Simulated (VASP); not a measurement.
Here is a VASP 6.6.1 calculation.

The input INCAR:

```
SYSTEM = Zr4Tl
PREC = Accurate
ENCUT = 600
EDIFF = 1E-6
ISMEAR = 1
SIGMA = 0.2
LREAL = .FALSE.
LASPH = .TRUE.
NELM = 60
ALGO = Normal
ISIF = 3
LWAVE = .FALSE.
LCHARG = .FALSE.
GGA = PE
IBRION = 2
NSW = 40
EDIFFG = -0.02
```

The input KPOINTS:

```
Automatic mesh
0
G
  5 5 5
  0 0 0
```

The input POSCAR:

```
Zr4Tl
1.0
    5.3047500000      0.0000000000      0.0000000000
    0.0000000000      5.3047500000      0.0000000000
    0.0000000000      0.0000000000      5.3047500000
Zr Tl
4 1
Direct
    0.0000000000      0.5000000000      0.5000000000
    0.5000000000      0.5000000000      0.0000000000
    0.5000000000      0.0000000000      0.5000000000
    0.0000000000      0.0000000000      0.0000000000
    0.5000000000      0.5000000000      0.5000000000
```

Potentials or basis: VASP PAW PBE potentials, release 64 (Zr_sv, Tl_d).

Command:

```console
$ cat potpaw_PBE.64/Zr_sv/POTCAR potpaw_PBE.64/Tl_d/POTCAR > POTCAR
$ mpirun -np 1 vasp_std > vasp.out
```

Problem. Predict the band gap on the k mesh.

Solution. None (metal or under the smearing width).

Final structure:
```cif
data_structure
_symmetry_space_group_name_H-M 'P 1'
_symmetry_Int_Tables_number 1
_cell_length_a 5.3048
_cell_length_b 5.3048
_cell_length_c 5.3048
_cell_angle_alpha 90.000
_cell_angle_beta 90.000
_cell_angle_gamma 90.000
_cell_volume 149.28
loop_
_atom_site_label
_atom_site_type_symbol
_atom_site_fract_x
_atom_site_fract_y
_atom_site_fract_z
_atom_site_occupancy
Zr1 Zr 0.00000 0.50000 0.50000 1
Zr2 Zr 0.50000 0.50000 0.00000 1
Zr3 Zr 0.50000 0.00000 0.50000 1
Zr4 Zr 0.00000 0.00000 0.00000 1
Tl1 Tl 0.50000 0.50000 0.50000 1
```

Caveat: the relaxation stopped at its first step, so nothing moved. The run has no spin-orbit coupling, so splittings on Tl are missing.
